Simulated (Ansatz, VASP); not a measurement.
## Cross-check of Ge (amorphous Ge) between VASP and Ansatz

Aim: how closely do two programs agree when they are given the same cell, functional and k mesh? The structure shown is the start of the Ansatz relaxation below; VASP solves that cell, so the two are compared at the walk's first step.

Main program and level: Ansatz 0.2.0; plane waves, with VASP 6.6.1 beside it; single point at revPBE.

### 1. The starting structure

The cell holds 61 atoms: 61 Ge. Its edges and angles: a = 10.650 Å, b = 10.650 Å, c = 10.650 Å, α = 90.0°, β = 90.0°, γ = 90.0°. As first built, before any earlier steps moved the atoms (in the runner's words): 61 atoms (61 Ge) placed at random at 6.09 g/cm^3, melted at 3500 K for 10 ps at fixed volume with the Tersoff potential (Tersoff, Phys. Rev. B 39, 5566 (1989)). Quenched from 3500 K to 100 K at 5 K/ps and fixed volume, held 5 ps, then minimised at fixed cell.

### 2. Ansatz: relaxation, revPBE

Ansatz runs on its default PAW (the set named soft_2) files.

The two programs are compared at the cell with which this relaxation starts, whose forces are those of its first step.

The input, input.yaml:

```yaml
crystal:
  lattice:
    - [10.6497, 0.0, 0.0]
    - [0.0, 10.6497, 0.0]
    - [0.0, 0.0, 10.6497]
  atoms:
    - { symbol: Ge, position: [0.66927, 0.25148, 0.22242] }
    - { symbol: Ge, position: [0.66424, 0.47982, 0.91622] }
    - { symbol: Ge, position: [0.22152, 0.04646, 0.50442] }
    - { symbol: Ge, position: [0.03449, 0.31936, 0.65696] }
    - { symbol: Ge, position: [0.5264, 0.89427, 0.5197] }
    - { symbol: Ge, position: [0.1112, 0.59241, 0.2631] }
    - { symbol: Ge, position: [0.43948, 0.43224, 0.44556] }
    - { symbol: Ge, position: [0.06767, 0.60166, 0.76867] }
    - { symbol: Ge, position: [0.38666, 0.03924, 0.81195] }
    - { symbol: Ge, position: [0.28649, 0.32556, 0.60418] }
    - { symbol: Ge, position: [0.6176, 0.68409, 0.46301] }
    - { symbol: Ge, position: [0.69614, 0.15855, 0.57704] }
    - { symbol: Ge, position: [0.59178, 0.06822, 0.37112] }
    - { symbol: Ge, position: [0.18364, 0.81528, 0.74323] }
    - { symbol: Ge, position: [0.08096, 0.74266, 0.44359] }
    - { symbol: Ge, position: [0.86599, 0.85802, 0.1262] }
    - { symbol: Ge, position: [0.25409, 0.01361, 0.10444] }
    - { symbol: Ge, position: [0.37456, 0.2308, 0.94976] }
    - { symbol: Ge, position: [0.68368, 0.31201, 0.75534] }
    - { symbol: Ge, position: [0.87165, 0.44825, 0.02855] }
    - { symbol: Ge, position: [0.36254, 0.57179, 0.27051] }
    - { symbol: Ge, position: [0.47836, 0.95564, 0.19308] }
    - { symbol: Ge, position: [0.65762, 0.35169, 0.43309] }
    - { symbol: Ge, position: [0.41762, 0.62175, 0.59201] }
    - { symbol: Ge, position: [0.18342, 0.55354, 0.5697] }
    - { symbol: Ge, position: [0.91014, 0.06026, 0.98542] }
    - { symbol: Ge, position: [0.56913, 0.43294, 0.1198] }
    - { symbol: Ge, position: [0.33958, 0.40759, 0.10108] }
    - { symbol: Ge, position: [0.9603, 0.76743, 0.92281] }
    - { symbol: Ge, position: [0.55769, 0.78509, 0.88113] }
    - { symbol: Ge, position: [0.32357, 0.80658, 0.29684] }
    - { symbol: Ge, position: [0.81018, 0.95132, 0.33839] }
    - { symbol: Ge, position: [0.92159, 0.11883, 0.59793] }
    - { symbol: Ge, position: [0.70235, 0.1177, 0.8904] }
    - { symbol: Ge, position: [0.09809, 0.88259, 0.23763] }
    - { symbol: Ge, position: [0.76902, 0.66995, 0.82584] }
    - { symbol: Ge, position: [0.256, 0.22331, 0.21566] }
    - { symbol: Ge, position: [0.37824, 0.19175, 0.4072] }
    - { symbol: Ge, position: [0.4506, 0.57957, 0.82052] }
    - { symbol: Ge, position: [0.87878, 0.2453, 0.13233] }
    - { symbol: Ge, position: [0.04238, 0.25248, 0.28722] }
    - { symbol: Ge, position: [0.15207, 0.72404, 0.05538] }
    - { symbol: Ge, position: [0.44893, 0.35098, 0.7692] }
    - { symbol: Ge, position: [0.29687, 0.83038, 0.53366] }
    - { symbol: Ge, position: [0.60754, 0.62991, 0.23427] }
    - { symbol: Ge, position: [0.85146, 0.48629, 0.68258] }
    - { symbol: Ge, position: [0.13482, 0.16784, 0.95077] }
    - { symbol: Ge, position: [0.54998, 0.13445, 0.06078] }
    - { symbol: Ge, position: [0.24625, 0.54376, 0.93708] }
    - { symbol: Ge, position: [0.81228, 0.52812, 0.44857] }
    - { symbol: Ge, position: [0.05739, 0.3913, 0.89563] }
    - { symbol: Ge, position: [0.62912, 0.81308, 0.09868] }
    - { symbol: Ge, position: [0.80522, 0.85586, 0.69304] }
    - { symbol: Ge, position: [0.32299, 0.85076, 0.93198] }
    - { symbol: Ge, position: [0.02859, 0.43094, 0.42967] }
    - { symbol: Ge, position: [0.60321, 0.97584, 0.72541] }
    - { symbol: Ge, position: [0.84501, 0.77649, 0.48606] }
    - { symbol: Ge, position: [0.18579, 0.12201, 0.71909] }
    - { symbol: Ge, position: [0.01543, 0.05682, 0.39371] }
    - { symbol: Ge, position: [0.99569, 0.96753, 0.77483] }
    - { symbol: Ge, position: [0.86631, 0.60858, 0.20423] }
kpoints:
  mp_grid: { grid: [1, 1, 1] }
hamiltonian:
  xc: revpbe
scf:
  occupations: { method: fermi_dirac, width: 0.05 }
output:
  forces: true
relax:
  f_tol: 0.05
  max_steps: 200
  cell: {}
```

The run is started by

```console
$ ansatz run input.yaml --threads 4 --pin off --max-ram 8192MiB --backend cpu --events-out ev --progress --plain --runs-dir out
```

Numbers of over 12 decimals in the logs are rounded to 6 here.

The log of the run:

```text
Engine: ansatz 0.2.0, x86_64-unknown-linux-gnu
Pseudopotentials: kind: paw
Pseudopotential: Ge, paw, valence charge 14, recommended cutoff 420 eV (normal), Ge.paw.azcp
Functional definition: revPBE
  parameter kappa = 1.245
  parameter beta = 0.066725
  exchange = pbe_x(kappa = kappa, mu = beta*pi^2/3)
  correlation = pbe_c(beta = beta)
Crystal: 61 atoms, lattice volume = 1207.848 Å³
Basis set: ecut = 420 eV, 23583 PW (Γ), exchange–correlation on 144×144×144 points (8 copies of the dense FFT grid, shifted against one another)
Bands: 513, of which v1, the nominal top of the filled ones, is band 427 counted from 1 (426 counted from 0)
Symmetry: 1 space group operations
Space group: P1 (ITA 1), of the structure as read, at distance tolerance 1.1e-4 Å
k-points: 1
Non-local potential: Ge, projectors of the file, l = 0: 2, l = 1: 2, l = 2: 3, l = 3: 1
PAW form: soft (Blöchl's): semilocal exchange-correlation on the pseudo side does not see the compensation charge
PAW frozen core: Ge, regenerated for the run's functional, and the local potential with it (the file was generated under x = pbe(κ = 0.804, μ = 0.219515), c = pbe(β = 0.066725))
PAW one-centre angular grid: Ge, 590 points (default); XC on 64 Gauss nodes
Initial density: superposition of atomic densities (neutral atoms: chi_scale 0, normalization atom), corrected by the library's trained network
Initial wavefunctions: pseudopotential atomic-orbital guess
Functional: x = revpbe(κ = 1.245, μ = 0.219515), c = pbe(β = 0.066725)
SCF iter   1: F=—  HF=-262215.641416 eV  |F-HF|=—  |Δ(HF+E_count)|=         —  Δρ=5.89e-3  dr2=1.57e0  ethr=1.77e-3  ⟨swp⟩=5.0  Hψ=1692  notcnv=0  defer=28
preconditioner: auto → LDOS  [metal: Δε(μ)=0.062 eV  Ē_g=22.327 eV  σ=0.050 eV  W_gap=0.29  n_scr=364 (ndim 8)  ℏωp=31.2 eV  f_vac=0.017  D(μ)=25.25/eV (n_scr^D=146)  β→1.0]
SCF iter   2: F=—  HF=-262215.440092 eV  |F-HF|=—  |Δ(HF+E_count)|=   2.01e-1  Δρ=3.27e-3  dr2=2.60e-1  ethr=1.84e-4  ⟨swp⟩=3.0  Hψ=1040  notcnv=0  defer=63
SCF iter   3: F=—  HF=-262215.376130 eV  |F-HF|=—  |Δ(HF+E_count)|=   6.40e-2  Δρ=1.17e-3  dr2=4.54e-2  ethr=3.04e-5  ⟨swp⟩=2.0  Hψ=900  notcnv=0  defer=63
SCF iter   4: F=—  HF=-262215.365203 eV  |F-HF|=—  |Δ(HF+E_count)|=   1.09e-2  Δρ=3.28e-4  dr2=4.37e-3  ethr=5.31e-6  ⟨swp⟩=2.0  Hψ=860  notcnv=0  defer=63
SCF iter   5: F=—  HF=-262215.364828 eV  |F-HF|=—  |Δ(HF+E_count)|=   3.74e-4  Δρ=1.09e-4  dr2=3.35e-4  ethr=5.12e-7  ⟨swp⟩=2.0  Hψ=564  notcnv=0  defer=63
SCF iter   6: F=—  HF=-262215.364797 eV  |F-HF|=—  |Δ(HF+E_count)|=   3.16e-5  Δρ=3.49e-5  dr2=3.28e-5  ethr=3.93e-8  ⟨swp⟩=2.0  Hψ=857  notcnv=0  defer=63
SCF iter   7: F=—  HF=-262215.365437 eV  |F-HF|=—  |Δ(HF+E_count)|=   6.41e-4  Δρ=1.37e-5  dr2=4.85e-6  ethr=3.84e-9  ⟨swp⟩=3.0  Hψ=1067  notcnv=0  defer=63
SCF iter   8: F=—  HF=-262215.365437 eV  |F-HF|=—  |Δ(HF+E_count)|=   8.65e-8  Δρ=5.06e-6  dr2=8.24e-7  ethr=5.68e-10  ⟨swp⟩=2.0  Hψ=859  notcnv=0  defer=63
SCF iter   9: F=—  HF=-262215.365437 eV  |F-HF|=—  |Δ(HF+E_count)|=   1.97e-8  Δρ=1.92e-6  dr2=1.05e-7  ethr=9.64e-11  ⟨swp⟩=2.0  Hψ=859  notcnv=0  defer=63
SCF iter  10: F=-262215.365437 eV  HF=-262215.365437 eV  |F-HF|=1.62e-8  |Δ(HF+E_count)|=   5.06e-9  Δρ=8.09e-7  dr2=2.12e-8  ethr=1.17e-11  ⟨swp⟩=3.0  Hψ=1370  notcnv=0
SCF 1 converged in 10 iterations: F = -262215.365437 eV  dr2 = 2.12e-8
  greatest PAW one-centre occupation: 0.998 electrons in one spin orbital (limit 2), on the Ge atom at site 12 (counted from 0), in its partial waves of l = 2
relax step   1: F+E_penalty+E_count = -262215.36543729 eV  Δ(F+E_penalty+E_count) = +0.000e0 eV  max|allowed force component| = 9.378e-1 eV/Å  Δτ_max = 0.0000 Å  P = +10.549 GPa  Ω = 1207.848 Å³  (10 SCF iters, dr2 threshold 1.00e-7 eV, accepted)
Crystal: 61 atoms, lattice volume = 1356.016 Å³
Basis set: ecut = 420 eV, 26513 PW (Γ), exchange–correlation on 144×144×144 points (8 copies of the dense FFT grid, shifted against one another)
Initial density: handed on by an earlier stage of this run
Initial wavefunctions: those handed on with the density
iter 1 solved again at ethr=5.01e-5 eV; its pass at ethr=3.10e-3 eV (dr2=4.28e-1 eV) is discarded
SCF iter   1: F=—  HF=-262221.585803 eV  |F-HF|=—  |Δ(HF+E_count)|=         —  Δρ=5.22e-3  dr2=4.33e-1  ethr=5.01e-5  ⟨swp⟩=3.0  Hψ=2163  notcnv=0
preconditioner: auto → LDOS  [metal: Δε(μ)=0.044 eV  Ē_g=21.931 eV  σ=0.050 eV  W_gap=0.21  n_scr=370 (ndim 8)  ℏωp=29.5 eV  f_vac=0.041  D(μ)=27.79/eV (n_scr^D=170)  β→1.0]
SCF iter   2: F=—  HF=-262221.623475 eV  |F-HF|=—  |Δ(HF+E_count)|=   3.77e-2  Δρ=1.47e-3  dr2=5.91e-2  ethr=5.01e-5  ⟨swp⟩=2.0  Hψ=718  notcnv=0
SCF iter   3: F=—  HF=-262221.625150 eV  |F-HF|=—  |Δ(HF+E_count)|=   1.67e-3  Δρ=7.79e-4  dr2=2.51e-2  ethr=6.92e-6  ⟨swp⟩=2.0  Hψ=1019  notcnv=0
[...]
atom   4  Ge    -0.00692225    -0.00586468    -0.00405603
  atom   5  Ge     0.00025661     0.00249791    -0.00569997
  atom   6  Ge     0.00192970    -0.00665635    -0.00178247
  atom   7  Ge    -0.00140317     0.00833903    -0.00028001
  atom   8  Ge     0.00652558    -0.00516400     0.00570514
  atom   9  Ge     0.00051853     0.00608208     0.00896801
  atom  10  Ge     0.01074156    -0.01309630     0.00328086
  atom  11  Ge     0.01247937    -0.00383539    -0.00002937
  atom  12  Ge    -0.00404975    -0.00361885     0.01783500
  atom  13  Ge     0.00905367     0.00324629     0.00551474
  atom  14  Ge    -0.00334658    -0.00913783    -0.01085645
  atom  15  Ge     0.00040445     0.00613183    -0.00216950
  atom  16  Ge    -0.01459815    -0.00637890    -0.00286725
  atom  17  Ge     0.01143174     0.00878551    -0.00108763
  atom  18  Ge    -0.00191011     0.00849829     0.00069846
  atom  19  Ge     0.00404162     0.00208139    -0.00112434
  atom  20  Ge    -0.00214883     0.01102146    -0.00059137
  atom  21  Ge    -0.00761725     0.01275929    -0.00441645
  atom  22  Ge    -0.01181222    -0.00159937    -0.00638122
  atom  23  Ge     0.00283591    -0.01228264    -0.01054132
  atom  24  Ge     0.00211341     0.00426597     0.00244849
  atom  25  Ge     0.01721085     0.01626366    -0.00387476
  atom  26  Ge     0.00603816     0.01074081     0.00840387
  atom  27  Ge    -0.00159493     0.00861703    -0.01157877
[...]
atom  54  Ge    -0.00831425    -0.00110275    -0.00879981
  atom  55  Ge    -0.00166596     0.00581083     0.00380639
  atom  56  Ge    -0.00447947     0.00186801    -0.00879217
  atom  57  Ge    -0.00263982    -0.00526572    -0.00538678
  atom  58  Ge     0.00955923    -0.00594147     0.00438749
  atom  59  Ge    -0.00936804    -0.00564082     0.00555741
  atom  60  Ge    -0.00462797     0.00200996     0.00263127
  atom  61  Ge    -0.00246810     0.00462912     0.00756316
  max |Σ_I F_I| component: 1.09e-6 eV/Å
--- Stress (GPa, compression-positive) ---
       -0.009343      -0.010438       0.000065
       -0.010438      -0.044651       0.001652
        0.000065       0.001652      -0.029300
  P = ⅓ Tr σ = -0.0278 GPa (-0.278 kbar)
--- Relaxed structure (107 steps of the walk, 107 accepted, 2 SCFs on fresh bases) ---
  F+E_penalty+E_count = -262239.86246772 eV   max|allowed force component| = 2.303e-2 eV/Å   (the final SCF, on the basis selected at the relaxed cell)
  cell:  # Å, volume = 1241.2754 Å³
    - [9.630298, -0.569307, 0.031449]
    - [-0.569307, 9.672791, -0.031160]
    - [0.031449, -0.031160, 13.372006]
  atoms:
    - { symbol: Ge, position: [0.637597, 0.079381, 0.085115] }
    - { symbol: Ge, position: [0.645723, 0.522119, 0.948025] }
    - { symbol: Ge, position: [0.092665, 0.154045, 0.517797] }
    - { symbol: Ge, position: [0.120604, 0.357045, 0.729999] }
    - { symbol: Ge, position: [0.624280, 1.124785, 0.544474] }
    - { symbol: Ge, position: [0.078572, 0.526501, 0.299901] }
    - { symbol: Ge, position: [0.422252, 0.450955, 0.487923] }
    - { symbol: Ge, position: [-0.00639426, 0.570338, 0.652923] }
    - { symbol: Ge, position: [0.359546, 0.091226, 0.691919] }
    - { symbol: Ge, position: [0.400647, 0.361036, 0.710043] }
    - { symbol: Ge, position: [0.604238, 0.711515, 0.460988] }
    - { symbol: Ge, position: [0.663081, 0.376091, 0.647559] }
    - { symbol: Ge, position: [0.605597, 0.147126, 0.287796] }
    - { symbol: Ge, position: [0.183638, 0.744848, 0.750100] }
    - { symbol: Ge, position: [0.074105, 0.875170, 0.486754] }
    - { symbol: Ge, position: [0.862541, 0.825671, 0.029597] }
    - { symbol: Ge, position: [0.158756, 0.137675, 0.083273] }
    - { symbol: Ge, position: [0.406464, 0.109092, 0.910092] }
    - { symbol: Ge, position: [0.750734, 0.352705, 0.826082] }
    - { symbol: Ge, position: [0.945138, 0.399083, 0.130690] }
    - { symbol: Ge, position: [0.352857, 0.526982, 0.300943] }
    - { symbol: Ge, position: [0.638640, 0.872019, 0.285000] }
    - { symbol: Ge, position: [0.628550, 0.400340, 0.367274] }
    - { symbol: Ge, position: [0.446438, 0.639632, 0.664447] }
[...]
- { symbol: Ge, position: [0.183407, 0.876780, 0.954201] }
    - { symbol: Ge, position: [0.134892, 0.430489, 0.488016] }
    - { symbol: Ge, position: [0.527543, 0.914680, 0.681409] }
    - { symbol: Ge, position: [0.852803, 0.638591, 0.366561] }
    - { symbol: Ge, position: [0.100030, -0.029804, 0.691188] }
    - { symbol: Ge, position: [-0.170946, 0.144800, 0.403465] }
    - { symbol: Ge, position: [0.806388, 0.960321, 0.695325] }
    - { symbol: Ge, position: [1.028586, 0.675070, 0.122278] }
```

The column dr2 measures how far the density is from self-consistency, as an energy; F and HF (Harris–Foulkes) agree once it is small.

(Part 1 of 2 ends here.)

[Lines on the potential files, build, host, timing and source positions are cut from VASP's logs without a mark.]

[Logs are printed without paths, hosts, clocks, repeated set-up lines and the standing remarks that a program may print on its own settings, such as how far it seeks lower states.]

[Hosts, paths, dates, database ids (printed as entryN), source tags and the programs' standing remarks are cut or masked in the printed files.]
